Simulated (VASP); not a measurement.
An input for Quantum ESPRESSO's pw.x (written as the equivalent of a VASP run, and not itself run):

```
&CONTROL
  calculation = 'vc-relax'
  pseudo_dir = './pseudo'
  outdir = './out'
  tprnfor = .true.
  tstress = .true.
  nstep = 60
  forc_conv_thr = 0.00039
/
&SYSTEM
  ibrav = 0
  nat = 2
  ntyp = 2
  ecutwfc = 102
  occupations = 'smearing'
  smearing = 'gaussian'
  degauss = 0.003675
  input_dft = 'vdw-df-cx'
/
&ELECTRONS
  conv_thr = 7.3e-08
  electron_maxstep = 100
/
&IONS
/
&CELL
/
ATOMIC_SPECIES
  Cd 112.414 Cd.upf
  S 32.060 S.upf
CELL_PARAMETERS angstrom
     0.0000000    2.9100000    2.9100000
     2.9100000    0.0000000    2.9100000
     2.9100000    2.9100000    0.0000000
ATOMIC_POSITIONS crystal
  Cd   0.0000000  0.0000000  0.0000000
  S    0.2500000  0.2500000  0.2500000
K_POINTS automatic
  7 7 7 0 0 0
```

Task: Translate this input to VASP (INCAR, KPOINTS, POSCAR, choice of POTCAR).

Result: This is not unique; one that fits is 
### POSCAR
```
CdS
1
    0.0000000000     2.9100000000     2.9100000000
    2.9100000000     0.0000000000     2.9100000000
    2.9100000000     2.9100000000     0.0000000000
Cd S
1 1
Direct
  0.0000000000   0.0000000000   0.0000000000
  0.2500000000   0.2500000000   0.2500000000
```

INCAR:
```
# general
SYSTEM   = CdS
PREC     = Accurate
ENCUT    = 520
LREAL    = .FALSE.
LASPH    = .TRUE.

# electronic loop
EDIFF    = 1E-6
NELM     = 100
ALGO     = Normal
LMAXMIX  = 4

# smearing
ISMEAR   = 0
SIGMA    = 0.05

# functional
GGA      = CX
LUSE_VDW = .TRUE.
AGGAC    = 0.0

# ions
IBRION   = 2
NSW      = 60
ISIF     = 3
EDIFFG   = -0.01

# output
LWAVE    = .FALSE.
LCHARG   = .FALSE.
```

**KPOINTS**
```
kpoints
0
G
 7 7 7
```

POTCAR, in this order: Cd S (PBE.64 set). Program: vasp_std.

Limits of the translation: the potentials are each code's own (VASP's PAW set, PseudoDojo norm-conserving files in pw.x), so ENCUT and ecutwfc are chosen apart and not converted; conv_thr bounds pw.x's estimated SCF error, while EDIFF bounds the energy change between steps; forc_conv_thr acts on force components and is met together with etot_conv_thr.

The compound is CdS in the zinc blende structure, a metastable form; wurtzite is the usual one. This run relaxes it. Symmetry was kept, so distortions that lower it aren't found.
